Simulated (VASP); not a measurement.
Crystal: BeSb.

```
Be Sb
1.0
     3.87910    0.00000    0.00000
    -1.93955    3.35940    0.00000
     0.00000    0.00000    3.03755
Be Sb
1 1
Direct
  0.00000 0.00000 0.00000
  0.33333 0.66667 0.50000
```

The cell was built by a generator and needn't be a form met in nature.

| Item | Value |
| --- | --- |
| Program | VASP 6.6.1 |
| Task | relaxation of cell and atoms |
| Functional | PBE |
| Potentials or basis | VASP PAW PBE potentials, release 64 (Be, Sb) |
| Cutoff | 600 eV |
| k mesh | 8 × 8 × 9 |
| Occupations | gaussian, width 0.05 eV |
| Spin | no spin polarisation |

At the start: pressure 0.2 GPa; volume 19.79 Å³/atom.

Task: Where does the relaxation end?

Result: Over 9 steps the energy falls by 2.7 meV/atom and the volume is 19.82 Å³/atom (+0.1 %); space group P-6m2 (No. 187, to 0.05 Å).

Step by step:
```csv
step,energy change (eV),largest force (eV/Å),pressure (GPa),volume (Å³)
1,0.0000,0.0001,0.17,39.58
2,-0.0011,0.0000,0.00,39.70
3,-0.0041,0.0000,-0.40,39.98
4,0.0101,0.0001,-1.74,40.51
5,-0.0044,0.0000,-0.64,40.06
6,-0.0046,0.0000,-0.52,39.89
7,-0.0047,0.0000,-0.56,39.95
8,-0.0053,0.0000,-0.16,39.72
9,-0.0054,0.0000,-0.02,39.64
```

Final structure:
```xyz
2
Lattice="3.8415 0.0000 0.0000 -1.9208 3.3268 0.0000 0.0000 0.0000 3.1017" Properties=species:S:1:pos:R:3 pbc="T T T"
Be    3.8415    0.0000    0.0000
Sb    0.0000    2.2179    1.5509
```
